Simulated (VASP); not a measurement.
Here is the system:

```
CELL_PARAMETERS angstrom
      2.68062     0.00000     0.00000
     -1.34031     2.32148     0.00000
      0.00000     0.00000     4.33645
ATOMIC_POSITIONS crystal
  Rh 0.33333 0.66667 0.25000
  Rh 0.66667 0.33333 0.75000
```

These are PBEsol GGA, VASP's PBE PAW potentials (set 64) (plane waves; VASP 6.6.1) values and carry that method's errors. Numerical set-up: 400 eV cut-off, Gaussian smearing of 0.050 eV, potentials Rh_pv.

### Question
Estimate the band gap (along the path) with the smallest direct gap where there is one.

### Answer

```
Quantity                                                      Value
-------------------------  ----------------------------------------
band gap (along the path)  none (metal, semimetal or under 0.01 eV)
```

The structure was generated: Rh was put into the hcp type (P6_3/mmc), which need not be its known phase. It was relaxed first.
